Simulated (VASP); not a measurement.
Consider the following.

```yaml
crystal:
  lattice:
    - [3.83055, 0.00000, 0.00000]
    - [0.00000, 3.83055, 0.00000]
    - [0.00000, 0.00000, 3.83055]
  atoms:
    - { symbol: Sr, position: [0.00000, 0.00000, 0.00000] }
    - { symbol: V, position: [0.50000, 0.50000, 0.50000] }
    - { symbol: O, position: [0.50000, 0.00000, 0.50000] }
    - { symbol: O, position: [0.00000, 0.50000, 0.50000] }
    - { symbol: O, position: [0.50000, 0.50000, 0.00000] }
```

Calculation: SCAN meta-GGA, VASP's PBE PAW potentials (set 64) (plane waves; VASP 6.6.1). Numerical set-up: 520 eV cut-off, 9×9×9 Γ-centred mesh, tetrahedra with Blöchl corrections, potentials Sr_sv V_sv O.

The cores are frozen, which limits the accuracy of field gradients.

Q: Give the principal components of the electric field gradient (V/Å²) and the asymmetry η at each nucleus.

A: 
```csv
atom,Vxx,Vyy,Vzz,η
Sr1,0.0,0.0,0.0,-
V2,0.0,0.0,0.0,-
O3,-15.3,-15.3,30.7,0.00
O4,-15.3,-15.3,30.7,0.00
O5,-15.3,-15.3,30.7,0.00
```

The compound is SrVO3 in the cubic perovskite structure. It was relaxed first. The run is not spin-polarised, so no magnetic state was tried.
